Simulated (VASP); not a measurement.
An input for Ansatz (written as the equivalent of a VASP run, and not itself run):

Ansatz 0.2 input:
```yaml
crystal:
  lattice:
    - [12.6488700, 0.0000000, 0.0000000]
    - [0.0000000, 4.0943960, 0.0000000]
    - [0.0000000, 0.0000000, 11.9853860]
  atoms:
    - { symbol: Sb, position: [0.1403200, 0.7500000, 0.0380900] }
    - { symbol: Sb, position: [0.8596800, 0.2500000, 0.9619100] }
    - { symbol: Sb, position: [0.3596800, 0.2500000, 0.5380900] }
    - { symbol: Sb, position: [0.6403200, 0.7500000, 0.4619100] }
    - { symbol: Sb, position: [0.0338100, 0.2500000, 0.3295900] }
    - { symbol: Sb, position: [0.9661900, 0.7500000, 0.6704100] }
    - { symbol: Sb, position: [0.4661900, 0.7500000, 0.8295900] }
    - { symbol: Sb, position: [0.5338100, 0.2500000, 0.1704100] }
    - { symbol: Se, position: [0.9483500, 0.7500000, 0.1275300] }
    - { symbol: Se, position: [0.0516500, 0.2500000, 0.8724700] }
    - { symbol: Se, position: [0.5516500, 0.2500000, 0.6275300] }
    - { symbol: Se, position: [0.4483500, 0.7500000, 0.3724700] }
    - { symbol: Se, position: [0.2053300, 0.2500000, 0.1921000] }
    - { symbol: Se, position: [0.7946700, 0.7500000, 0.8079000] }
    - { symbol: Se, position: [0.2946700, 0.7500000, 0.6921000] }
    - { symbol: Se, position: [0.7053300, 0.2500000, 0.3079000] }
    - { symbol: Se, position: [0.6273500, 0.7500000, 0.0541000] }
    - { symbol: Se, position: [0.3726500, 0.2500000, 0.9459000] }
    - { symbol: Se, position: [0.8726500, 0.2500000, 0.5541000] }
    - { symbol: Se, position: [0.1273500, 0.7500000, 0.4459000] }
kpoints:
  mp_grid: { grid: [1, 3, 1] }
hamiltonian:
  xc: pbe
  pseudopotentials: { kind: paw }
scf:
  occupations: { method: gaussian, width: 0.01 }
  max_iter: 100
output: { forces: true, stress: true, eigenvalues: true }
```

### Question
Translate this input to VASP (INCAR, KPOINTS, POSCAR, choice of POTCAR).

### Answer
One answer among several that fit: 
POSCAR:
```
Sb2Se3
1
   12.6488700000     0.0000000000     0.0000000000
    0.0000000000     4.0943960000     0.0000000000
    0.0000000000     0.0000000000    11.9853860000
Sb Se
8 12
Direct
  0.1403200000   0.7500000000   0.0380900000
  0.8596800000   0.2500000000   0.9619100000
  0.3596800000   0.2500000000   0.5380900000
  0.6403200000   0.7500000000   0.4619100000
  0.0338100000   0.2500000000   0.3295900000
  0.9661900000   0.7500000000   0.6704100000
  0.4661900000   0.7500000000   0.8295900000
  0.5338100000   0.2500000000   0.1704100000
  0.9483500000   0.7500000000   0.1275300000
  0.0516500000   0.2500000000   0.8724700000
  0.5516500000   0.2500000000   0.6275300000
  0.4483500000   0.7500000000   0.3724700000
  0.2053300000   0.2500000000   0.1921000000
  0.7946700000   0.7500000000   0.8079000000
  0.2946700000   0.7500000000   0.6921000000
  0.7053300000   0.2500000000   0.3079000000
  0.6273500000   0.7500000000   0.0541000000
  0.3726500000   0.2500000000   0.9459000000
  0.8726500000   0.2500000000   0.5541000000
  0.1273500000   0.7500000000   0.4459000000
```

INCAR:
```
# general
SYSTEM  = Sb2Se3
PREC    = Accurate
ENCUT   = 150
LREAL   = Auto
LASPH   = .TRUE.

# electronic loop
EDIFF   = 1E-6
NELM    = 100
ALGO    = Normal
LMAXMIX = 4

# smearing
ISMEAR  = 0
SIGMA   = 0.01

# functional
GGA     = PE

# ions
ISIF    = 2

# output
LWAVE   = .FALSE.
LCHARG  = .FALSE.
```

File KPOINTS:
```
K-points
0
Gamma
 1 3 1
0 0 0
```

POTCAR, in this order: Sb Se (PBE.64 set). Program: vasp_std.

What does not carry over: each code has its own PAW files, so the cut-off isn't converted (ENCUT is set for VASP's; basis.ecutwfc is left out, and Ansatz then takes the one that its files recommend); Ansatz stops its SCF on the density residual and VASP on the energy change (EDIFF).

The structure comes from a computed database's Sb2Se3 entry; how it stands against other phases isn't given here. The cell was not relaxed at this level. The k-mesh is coarse (spacing up to 0.52 per Å, 2π included), so the numbers may not be converged in it. The run is one of a series of settings (ENCUT = 150 against the base run), some of them coarse on purpose.
